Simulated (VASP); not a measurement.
Calculation: r2SCAN meta-GGA, VASP's PBE PAW potentials (set 64) (plane waves; VASP).

VASP ran on this input.

File KPOINTS_OPT:
```
k-points along high-symmetry lines
5
Line-mode
Reciprocal
  0.000000   0.000000   0.000000 ! GAMMA
 -0.500000   0.500000   0.000000 ! Y

 -0.500000   0.500000   0.000000 ! Y
 -0.266052   0.733948   0.000000 ! C_0

  0.266052   0.266052   0.000000 ! SIGMA_0
  0.000000   0.000000   0.000000 ! GAMMA

  0.000000   0.000000   0.000000 ! GAMMA
  0.000000   0.000000   0.500000 ! Z

  0.000000   0.000000   0.500000 ! Z
  0.266052   0.266052   0.500000 ! A_0

 -0.266052   0.733948   0.500000 ! E_0
 -0.500000   0.500000   0.500000 ! T

 -0.500000   0.500000   0.500000 ! T
 -0.500000   0.500000   0.000000 ! Y

  0.000000   0.000000   0.000000 ! GAMMA
  0.000000   0.500000   0.000000 ! S

  0.000000   0.500000   0.000000 ! S
  0.000000   0.500000   0.500000 ! R

  0.000000   0.500000   0.500000 ! R
  0.000000   0.000000   0.500000 ! Z

  0.000000   0.000000   0.500000 ! Z
 -0.500000   0.500000   0.500000 ! T
```

INCAR:
```
# general
SYSTEM  = ZrSi2
PREC    = Accurate
ENCUT   = 400
LREAL   = F
LASPH   = T

# electronic loop
EDIFF   = 1E-7
NELM    = 100
ALGO    = Normal
LMAXMIX = 4
LMIXTAU = T

# smearing
ISMEAR  = -5

# functional
METAGGA = R2SCAN

# ions
ISIF    = 2

# output
LWAVE   = F
LCHARG  = F
LORBIT  = 11
NEDOS   = 601

# other
LEFG    = T
```

**KPOINTS**
```
Automatic mesh
0
Gamma
10 10 9
0 0 0
```

POSCAR:
```
ZrSi2
7.4429190
  0.2471185772  -0.9999999542   0.0000000000
  0.2471185772   0.9999999542   0.0000000000
  0.0000000000   0.0000000000   0.4930160653
Zr Si
2 4
Cart
  0.2471185772  -0.2121731411   0.1232540163
  0.2471185772   0.2121731411   0.3697620490
  0.2471185772  -0.8970595551   0.1232540163
  0.2471185772   0.8970595551   0.3697620490
  0.2471185772   0.5001381643   0.1232540163
  0.2471185772  -0.5001381643   0.3697620490
```

POTCAR, in this order: Zr_sv Si (PBE.64 set). Program: vasp_std.

For a metal the tetrahedron method with Blöchl corrections gives inexact stress and forces.

Task: Predict the energy per atom (σ→0), largest force, band gap (over mesh and band path).

Result: 
```yaml
energy per atom (σ→0): -14.091 eV/atom
band gap (over mesh and band path): none (metal, semimetal or under 0.01 eV)
largest_force: 0.051 eV/Å
```

OSZICAR:
```
...
DAV:  18    -0.845477498295E+02   -0.22696E-04   -0.17016E-05  9200   0.328E-02    0.775E-03
DAV:  19    -0.845477481943E+02    0.16353E-05   -0.57270E-06 10584   0.145E-02    0.348E-03
DAV:  20    -0.845477448304E+02    0.33638E-05   -0.15606E-06 10384   0.756E-03    0.174E-03
DAV:  21    -0.845477456718E+02   -0.84139E-06   -0.43287E-07  7712   0.559E-03    0.106E-03
DAV:  22    -0.845477452868E+02    0.38499E-06   -0.38715E-08  5616   0.185E-03    0.763E-04
DAV:  23    -0.845477451915E+02    0.95348E-07   -0.75762E-09  5424   0.728E-04
   1 F= -.84547745E+02 E0= -.84547745E+02  d E =0.000000E+00
       N       E                     dE             ncg
```

The compound is ZrSi2 in the sg63 structure. It was relaxed first.
